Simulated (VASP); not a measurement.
Calculation: LDA (Ceperley-Alder, Perdew-Zunger), VASP's LDA PAW potentials (set 64) (plane waves; VASP).

Input for VASP

POSCAR:
```
ZnS
1
    0.0000000000     2.6492611863     2.6492611863
    2.6492611863     0.0000000000     2.6492611863
    2.6492611863     2.6492611863     0.0000000000
Zn S
1 1
Direct
  0.0000000000   0.0000000000   0.0000000000
  0.2500000000   0.2500000000   0.2500000000
```

File KPOINTS:
```
Automatic mesh
0
Gamma
10 10 10
0 0 0
```

INCAR:
```
ALGO = Normal
EDIFF = 1E-7
ENCUT = 400
ISIF = 2
ISMEAR = -5
LASPH = .TRUE.
LCHARG = .TRUE.
LMAXMIX = 4
LORBIT = 11
LREAL = .FALSE.
LWAVE = .FALSE.
NEDOS = 601
NELM = 100
PREC = Accurate
SYSTEM = ZnS
```

POTCAR, in this order: Zn S (LDA.64 set). Program: vasp_std.

Output of the run:

### OSZICAR
```
       N       E                     dE             d eps       ncg     rms          rms(c)
DAV:   1     0.801437839655E+02    0.80144E+02   -0.81175E+03  1222   0.142E+03
DAV:   2    -0.312570389849E+01   -0.83269E+02   -0.79866E+02  1307   0.257E+02
DAV:   3    -0.857754008265E+01   -0.54518E+01   -0.54294E+01  1532   0.701E+01
DAV:   4    -0.864367289961E+01   -0.66133E-01   -0.66112E-01  1382   0.819E+00
DAV:   5    -0.864468747850E+01   -0.10146E-02   -0.10146E-02  1482   0.101E+00    0.792E+00
DAV:   6    -0.823940944323E+01    0.40528E+00   -0.98330E-01  1754   0.389E+01    0.602E+00
DAV:   7    -0.821355568137E+01    0.25854E-01   -0.34251E-01  1292   0.632E+00    0.279E+00
DAV:   8    -0.820758597465E+01    0.59697E-02   -0.59891E-03  1509   0.107E+00    0.706E-01
DAV:   9    -0.820696340602E+01    0.62257E-03   -0.11353E-03  1422   0.354E-01    0.110E-01
DAV:  10    -0.820698290420E+01   -0.19498E-04   -0.87072E-05  1357   0.108E-01    0.512E-02
DAV:  11    -0.820697993890E+01    0.29653E-05   -0.62537E-06  1769   0.691E-02    0.555E-03
DAV:  12    -0.820698003971E+01   -0.10081E-06   -0.12322E-06  1392   0.946E-03    0.178E-03
DAV:  13    -0.820698002472E+01    0.14989E-07   -0.71112E-08   711   0.696E-03
   1 F= -.82069800E+01 E0= -.82069800E+01  d E =0.000000E+00
```

### OUTCAR
```
------------------------ aborting loop because EDIFF is reached ----------------------------------------
  FORCE on cell =-STRESS in cart. coord.  units (eV):
  Direction    XX          YY          ZZ          XY          YZ          ZX
  --------------------------------------------------------------------------------------
  Total       -0.0226353     -0.0226353     -0.0226353      0.0000000     -0.0000000     -0.0000000
  in kB       -0.9751964     -0.9751964     -0.9751964      0.0000000     -0.0000000     -0.0000000
  external PRESSURE =      -0.9751964 kB  Pullay stress =       0.0000000 kB
  volume of cell :       37.19
      direct lattice vectors                 reciprocal lattice vectors
     0.000000000  2.649261186  2.649261186    -0.188731863  0.188731863  0.188731863
     2.649261186  0.000000000  2.649261186     0.188731863 -0.188731863  0.188731863
     2.649261186  2.649261186  0.000000000     0.188731863  0.188731863 -0.188731863
  FREE ENERGIE OF THE ION-ELECTRON SYSTEM (eV)
  ---------------------------------------------------
  free  energy   TOTEN  =        -8.2069800247 eV

  energy  without entropy=       -8.2069800247  energy(sigma->0) =       -8.20698002

 total charge

# of ion       s       p       d       tot
------------------------------------------
    1        0.550   0.540   9.804  10.895
    2        1.312   2.441   0.000   3.754
--------------------------------------------------
tot          1.863   2.982   9.804  14.648
```
(Selected blocks of OUTCAR.)

### OUTCAR
```
 val. band max:        2.5043293859   @ k =   0.0000   0.0000   0.0000

 cond. band min:       4.6586908790   @ k =   0.0000   0.0000   0.0000


 Fermi energy:         2.5248039808

 k-point     1 :       0.0000    0.0000    0.0000
  band No.  band energies     occupation
      1     -11.0369      2.00000
      2      -4.2446      2.00000
      3      -4.2446      2.00000
      4      -4.2446      2.00000
      5      -3.6925      2.00000
      6      -3.6925      2.00000
      7       2.5043      2.00000
      8       2.5043      2.00000
      9       2.5043      2.00000
     10       4.6587      0.00000
     11       8.7130      0.00000
     12       8.7130      0.00000
     13       8.7130      0.00000

 k-point     2 :       0.1000    0.0000    0.0000
  band No.  band energies     occupation
      1     -10.9516      2.00000
      2      -4.2483      2.00000
      3      -4.2295      2.00000
      4      -4.2295      2.00000
      5      -3.6943      2.00000
      6      -3.6943      2.00000
      7       1.6527      2.00000
      8       2.3938      2.00000
      9       2.3938      2.00000
     10       5.2896      0.00000
     11       8.6397      0.00000
     12       8.8994      0.00000
     13       8.8994      0.00000

 k-point     3 :       0.2000    0.0000    0.0000
  band No.  band energies     occupation
      1     -10.7149      2.00000
      2      -4.2383      2.00000
      3      -4.1917      2.00000
      4      -4.1917      2.00000
      5      -3.6945      2.00000
      6      -3.6945      2.00000
      7       0.1943      2.00000
      8       2.1283      2.00000
      9       2.1283      2.00000
     10       5.8988      0.00000
     11       8.9565      0.00000
     12       9.2656      0.00000
     13       9.2656      0.00000

 k-point     4 :       0.3000    0.0000    0.0000
  band No.  band energies     occupation
      1     -10.3902      2.00000
      2      -4.1568      2.00000
      3      -4.1516      2.00000
...
```

The compound is ZnS in the zinc blende structure. It was relaxed first, which changed the volume by -6 %.
